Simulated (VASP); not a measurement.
Input:

```
Te
1.0
    4.06604     0.00000     0.00000
   -2.03302     3.52129     0.00000
    0.00000     0.00000     4.36993
Te
2
Direct
  0.33333   0.66667   0.25000
  0.66667   0.33333   0.75000
```

Level of theory: r2SCAN meta-GGA, VASP's PBE PAW potentials (set 64) (plane waves; VASP). Numerical set-up: 400 eV cut-off, 12×12×9 Γ-centred mesh, tetrahedra with Blöchl corrections, potentials Te.

**Question.** Give the energies of bands 3 to 9 at the high-symmetry points, in eV from the Fermi level.

**Answer.** 
```csv
band,Γ,M,K,A,L,H
3,-4.77,-3.76,-5.42,-0.62,-5.77,-5.64
4,-2.13,-3.61,-1.77,-0.62,-5.77,-5.64
5,-2.13,-2.80,-1.77,-0.62,-1.59,-3.33
6,0.83,-0.80,-1.43,-0.62,-1.59,-3.33
7,0.83,-0.72,-1.43,-0.60,1.12,3.29
8,3.48,2.15,1.05,-0.60,1.12,3.29
9,3.56,3.39,5.49,6.78,7.79,8.54
```

It has no gap at this level: it comes out as a metal or semimetal.

The structure was generated: Te was put into the hcp type (P6_3/mmc), which need not be its known phase. It was relaxed first, which changed the volume by +11 %.
